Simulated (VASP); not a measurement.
Given:

```xyz
2
Lattice="0.0000 2.7522 2.7522 2.7522 0.0000 2.7522 2.7522 2.7522 0.0000" Properties=species:S:1:pos:R:3 pbc="T T T"
Ga     0.0000     0.0000     0.0000
P      1.3761     1.3761     1.3761
```

Calculation: PW91 GGA, VASP's PBE PAW potentials (set 64) (plane waves; VASP). Settings: 520 eV cut-off, 8×8×8 Γ-centred mesh, Gaussian smearing of 0.050 eV, potentials Ga_d P.

Predict the energy per atom (σ→0), band gap (on the k-mesh) with the smallest direct gap where there is one.

- band gap (on the k-mesh): 1.56 eV
- smallest direct gap (on the k-mesh): 1.56 eV
- energy per atom (σ→0): -442.4 kJ/mol of atoms

The absolute energy has meaning only against runs of the same code, potentials and settings.

The compound is GaP in the zinc blende structure. It was relaxed first. The start is the result of an earlier pass.
